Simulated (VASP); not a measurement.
All values below come from PBEsol GGA, VASP's PBE PAW potentials (set 64) (plane waves; VASP 6.6.1).

A VASP calculation is set up with these files.

KPOINTS:
```
Automatic mesh
0
Gamma
6 6 9
0 0 0
```

POSCAR:
```
SnO2
1
    4.7703071296     0.0000000000     0.0000000000
    0.0000000000     4.7703071296     0.0000000000
    0.0000000000     0.0000000000     3.2199587253
Sn O
2 4
Direct
  0.0000000000   0.0000000000   0.0000000000
  0.5000000000   0.5000000000   0.5000000000
  0.3070000000   0.3070000000   0.0000000000
  0.8070000000   0.1930000000   0.5000000000
  0.1930000000   0.8070000000   0.5000000000
  0.6930000000   0.6930000000   0.0000000000
```

**INCAR**
```
SYSTEM = SnO2
PREC = Normal
ENCUT = 450
EDIFF = 1E-5
NELM = 100
ALGO = Fast
LREAL = .FALSE.
LASPH = .TRUE.
ISMEAR = 0
SIGMA = 0.05
GGA = PS
LMAXMIX = 4
LWAVE = .FALSE.
LCHARG = .FALSE.
NELMIN = 4
IBRION = 2
ISIF = 2
NSW = 20
EDIFFG = -0.03
```

POTCAR, in this order: Sn_d O (PBE.64 set). Program: vasp_std.

What VASP printed:

**OUTCAR**
```
 ion  position               nearest neighbor table
   1  0.000  0.000  0.000-   4 2.07   5 2.07   4 2.07   5 2.07   3 2.07   6 2.07   2 3.74   2 3.74
                             2 3.74   2 3.74   2 3.74   2 3.74   2 3.74   2 3.74
   2  0.500  0.500  0.500-   3 2.07   6 2.07   3 2.07   6 2.07   5 2.07   4 2.07   1 3.74   1 3.74
                             1 3.74   1 3.74   1 3.74   1 3.74   1 3.74   1 3.74
   3  0.307  0.307  0.000-   2 2.07   2 2.07   1 2.07
   4  0.807  0.193  0.500-   1 2.07   1 2.07   2 2.07
   5  0.193  0.807  0.500-   1 2.07   1 2.07   2 2.07
   6  0.693  0.693  0.000-   2 2.07   2 2.07   1 2.07
  LATTYP: Found a simple tetragonal cell.
 ALAT       =     4.7703071296
 C/A-ratio  =     0.6750002962
 Subroutine PRICEL returns:
 Original cell was already a primitive cell.
 Subroutine GETGRP returns: Found 16 space group operations
The static configuration has the point symmetry D_2h.
 The point group associated with its full space group is D_4h.
The dynamic configuration has the point symmetry D_2h.
 Subroutine INISYM returns: Found 16 space group operations
 Subroutine IBZKPT returns following result:
 Found     50 irreducible k-points:

 Following reciprocal coordinates:
            Coordinates               Weight
  0.000000  0.000000  0.000000      1.000000
  0.166667  0.000000  0.000000      4.000000
  0.333333  0.000000  0.000000      4.000000
  0.500000  0.000000  0.000000      2.000000
  0.166667  0.166667  0.000000      4.000000
  0.333333  0.166667  0.000000      8.000000
  0.500000  0.166667  0.000000      4.000000
  0.333333  0.333333  0.000000      4.000000
  0.500000  0.333333  0.000000      4.000000
  0.500000  0.500000  0.000000      1.000000
  0.000000  0.000000  0.111111      2.000000
  0.166667  0.000000  0.111111      8.000000
  0.333333  0.000000  0.111111      8.000000
  0.500000  0.000000  0.111111      4.000000
  0.166667  0.166667  0.111111      8.000000
  0.333333  0.166667  0.111111     16.000000
  0.500000  0.166667  0.111111      8.000000
  0.333333  0.333333  0.111111      8.000000
  0.500000  0.333333  0.111111      8.000000
  0.500000  0.500000  0.111111      2.000000
  0.000000  0.000000  0.222222      2.000000
  0.166667  0.000000  0.222222      8.000000
  0.333333  0.000000  0.222222      8.000000
  0.500000  0.000000  0.222222      4.000000
  0.166667  0.166667  0.222222      8.000000
  0.333333  0.166667  0.222222     16.000000
  0.500000  0.166667  0.222222      8.000000
  0.333333  0.333333  0.222222      8.000000
  0.500000  0.333333  0.222222      8.000000
  0.500000  0.500000  0.222222      2.000000
  0.000000  0.000000  0.333333      2.000000
  0.166667  0.000000  0.333333      8.000000
  0.333333  0.000000  0.333333      8.000000
  0.500000  0.000000  0.333333      4.000000
  0.166667  0.166667  0.333333      8.000000
  0.333333  0.166667  0.333333     16.000000
  0.500000  0.166667  0.333333      8.000000
  0.333333  0.333333  0.333333      8.000000
  0.500000  0.333333  0.333333      8.000000
  0.500000  0.500000  0.333333      2.000000
   k-points           NKPTS =     50   k-points in BZ     NKDIM =     50   number of bands    NBANDS=     31
   number of dos      NEDOS =    301   number of ions     NIONS =      6
   total plane-waves  NPLWV =  14112
   dimension x,y,z NGX =    28 NGY =   28 NGZ =   18
   dimension x,y,z NGXF=    56 NGYF=   56 NGZF=   36
   ions per type =               2   4
   PREC   = normal    normal or accurate (medium, high low for compatibility)
   ISTART =      0    job   : 0-new  1-cont  2-samecut
   ICHARG =      2    charge: 1-file 2-atom 10-const
   ISPIN  =      1    spin polarized calculation?
   LNONCOLLINEAR =      F non collinear calculations
...
```

**OSZICAR**
```
       N       E                     dE             d eps       ncg     rms          rms(c)
DAV:   1     0.616277575099E+03    0.61628E+03   -0.24160E+04  3316   0.238E+03
DAV:   2     0.452788122578E+02   -0.57100E+03   -0.55164E+03  3528   0.636E+02
DAV:   3    -0.409619093628E+02   -0.86241E+02   -0.85030E+02  3618   0.216E+02
DAV:   4    -0.449873429349E+02   -0.40254E+01   -0.40082E+01  3691   0.521E+01
DAV:   5    -0.451174059763E+02   -0.13006E+00   -0.13002E+00  3950   0.939E+00    0.147E+01
RMM:   6    -0.394870319962E+02    0.56304E+01   -0.18554E+01  3642   0.248E+01    0.597E+00
RMM:   7    -0.397750340695E+02   -0.28800E+00   -0.44656E+00  3954   0.107E+01    0.351E+00
RMM:   8    -0.397100205511E+02    0.65014E-01   -0.71203E-01  3557   0.499E+00    0.109E+00
RMM:   9    -0.396807405548E+02    0.29280E-01   -0.13238E-01  3720   0.250E+00    0.370E-01
RMM:  10    -0.396860977413E+02   -0.53572E-02   -0.72204E-02  3593   0.159E+00    0.427E-01
RMM:  11    -0.396822276727E+02    0.38701E-02   -0.10644E-02  3946   0.789E-01    0.148E-01
RMM:  12    -0.396822370622E+02   -0.93895E-05   -0.63414E-03  3712   0.437E-01    0.533E-02
RMM:  13    -0.396823033231E+02   -0.66261E-04   -0.94941E-04  3690   0.172E-01    0.260E-02
RMM:  14    -0.396823079286E+02   -0.46055E-05   -0.15091E-04  3388   0.699E-02    0.880E-03
RMM:  15    -0.396823107932E+02   -0.28646E-05   -0.37571E-05  2665   0.380E-02
   1 F= -.39682311E+02 E0= -.39682311E+02  d E =-.396823E+02
       N       E                     dE             d eps       ncg     rms          rms(c)
DAV:   1    -0.396819698568E+02    0.33807E-03   -0.56078E-01  3818   0.436E+00    0.160E-01
RMM:   2    -0.396831838584E+02   -0.12140E-02   -0.13472E-02  3576   0.810E-01    0.535E-02
RMM:   3    -0.396832855034E+02   -0.10165E-03   -0.18188E-03  3572   0.341E-01    0.294E-02
RMM:   4    -0.396832942965E+02   -0.87931E-05   -0.41480E-04  3329   0.156E-01    0.116E-02
RMM:   5    -0.396833034846E+02   -0.91881E-05   -0.10205E-04  3332   0.762E-02    0.105E-02
RMM:   6    -0.396833053534E+02   -0.18689E-05   -0.21985E-05  2269   0.354E-02
   2 F= -.39683305E+02 E0= -.39683305E+02  d E =-.994560E-03
```

OUTCAR:
```
------------------------ aborting loop because EDIFF is reached ----------------------------------------
  FORCE on cell =-STRESS in cart. coord.  units (eV):
  Direction    XX          YY          ZZ          XY          YZ          ZX
  --------------------------------------------------------------------------------------
  Total       -0.5531810     -0.5531810     -0.6526355     -0.0000000      0.0000000      0.0000000
  in kB      -12.0958060    -12.0958060    -14.2704710     -0.0000000      0.0000000      0.0000000
  external PRESSURE =     -12.8206943 kB  Pullay stress =       0.0000000 kB
  volume of cell :       73.27
      direct lattice vectors                 reciprocal lattice vectors
     4.770307130  0.000000000  0.000000000     0.209630108  0.000000000  0.000000000
     0.000000000  4.770307130  0.000000000     0.000000000  0.209630108  0.000000000
     0.000000000  0.000000000  3.219958725     0.000000000  0.000000000  0.310562987
 POSITION                                       TOTAL-FORCE (eV/Angst)
 -----------------------------------------------------------------------------------
      0.00000      0.00000      0.00000         0.000000      0.000000      0.000000
      2.38515      2.38515      1.60998         0.000000      0.000000      0.000000
      1.46090      1.46090      3.21996         0.005638      0.005638      0.000000
      3.84606      0.92425      1.60998         0.005638     -0.005638      0.000000
      0.92425      3.84606      1.60998        -0.005638      0.005638      0.000000
      3.30940      3.30940      0.00000        -0.005638     -0.005638      0.000000
 -----------------------------------------------------------------------------------
    total drift:                                0.000000      0.000000      0.000000
  FREE ENERGIE OF THE ION-ELECTRON SYSTEM (eV)
  ---------------------------------------------------
  free  energy   TOTEN  =       -39.6833053534 eV

  energy  without entropy=      -39.6833053534  energy(sigma->0) =      -39.68330535

 reached required accuracy - stopping structural energy minimisation
```
(Selected blocks of OUTCAR.)

**CONTCAR**
```
SnO2
   1.00000000000000
     4.7703071295999999    0.0000000000000000    0.0000000000000000
     0.0000000000000000    4.7703071295999999    0.0000000000000000
     0.0000000000000000    0.0000000000000000    3.2199587253000002
  Sn              O
     2     4
Direct
     0.0000000000000000    0.0000000000000000    0.0000000000000000
     0.5000000000000000    0.5000000000000000    0.5000000000000000
     0.3062496718901531    0.3062496718901531    1.0000000000000000
     0.8062496718901531    0.1937503281098469    0.5000000000000000
     0.1937503281098469    0.8062496718901531    0.5000000000000000
     0.6937503281098469    0.6937503281098469    0.0000000000000000
```

At this cut-off the stress carries a Pulay error, which pulls relaxed volumes low.

The compound is SnO2 in the rutile structure. This run relaxes the ions in a fixed cell. Symmetry was kept, so distortions that lower it aren't found.
